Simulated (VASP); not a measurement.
Given:

```
GaSb
1.0
    0.00000     3.06718     3.06718
    3.06718     0.00000     3.06718
    3.06718     3.06718     0.00000
Ga Sb
1 1
Direct
  0.00000   0.00000   0.00000
  0.25000   0.25000   0.25000
```

Computed with vdW-DF-cx, VASP's PBE PAW potentials (set 64) (plane waves; VASP 6.6.1). Settings: 520 eV cut-off, Gaussian smearing of 0.050 eV, potentials Ga_d Sb.

Unless said otherwise, spin-orbit coupling is left out, though it shifts the bands of the heavy elements here.

Task: Estimate the band gap (along the path) with the smallest direct gap where there is one.

Result: 
* **band gap (along the path)**: none (metal, semimetal or under 0.01 eV)

Only differences to runs with the same potentials and settings are physical.

The compound is GaSb in the zinc blende structure. It was relaxed first.
